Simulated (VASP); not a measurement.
A VASP calculation is set up with these files.

KPOINTS:
```
Automatic mesh
0
Gamma
12 12 7
0 0 0
```

File POSCAR:
```
Sc
1.0
  1.6328973210  -2.8282610405   0.0000000000
  1.6328973210   2.8282610405   0.0000000000
  0.0000000000   0.0000000000   5.0730948073
Sc
2
Cartesian
  1.6328973210   0.9427555657   1.2682737018
  1.6328973210  -0.9427555657   3.8048211055
```

**INCAR**
```
SYSTEM=Sc
PREC=Accurate; ENCUT=520; LREAL=.FALSE.
LASPH=.TRUE.
EDIFF=1E-6; NELM=100; ALGO=Normal
LMAXMIX=4
ISMEAR=1; SIGMA=0.1
GGA=PE; IVDW=12
IBRION=2; NSW=60; ISIF=3
EDIFFG=-0.01
LWAVE=.FALSE.; LCHARG=.FALSE.
```

POTCAR, in this order: Sc_sv (PBE.64 set). Program: vasp_std.

**Question.** Write an equivalent input for Quantum ESPRESSO's pw.x.

**Answer.** One equivalent input (not run):
```
&CONTROL
  calculation = 'vc-relax'
  pseudo_dir = './pseudo'
  outdir = './out'
  tprnfor = .true.
  tstress = .true.
  nstep = 60
  forc_conv_thr = 0.00039
/
&SYSTEM
  ibrav = 0
  nat = 2
  ntyp = 1
  ecutwfc = 78
  occupations = 'smearing'
  smearing = 'methfessel-paxton'
  degauss = 0.00735
  input_dft = 'pbe'
  vdw_corr = 'grimme-d3'
  dftd3_version = 4
  dftd3_threebody = .false.
/
&ELECTRONS
  conv_thr = 7.3e-08
  electron_maxstep = 100
/
&IONS
/
&CELL
/
ATOMIC_SPECIES
  Sc 44.956 Sc.upf
CELL_PARAMETERS angstrom
     1.6328973   -2.8282610    0.0000000
     1.6328973    2.8282610   -0.0000000
     0.0000000    0.0000000    5.0730948
ATOMIC_POSITIONS crystal
  Sc   0.3333330  0.6666670  0.2500000
  Sc   0.6666670  0.3333330  0.7500000
K_POINTS automatic
  12 12 7 0 0 0
```
The two are equivalent in intent, not identical: the potentials are each code's own (VASP's PAW set, PseudoDojo norm-conserving files in pw.x), so ENCUT and ecutwfc are chosen apart and not converted; conv_thr bounds pw.x's estimated SCF error, while EDIFF bounds the energy change between steps; forc_conv_thr acts on force components and is met together with etot_conv_thr.

The compound is Sc in the hcp structure. This run relaxes it. Symmetry was kept, so distortions that lower it aren't found. The start is the result of an earlier pass.
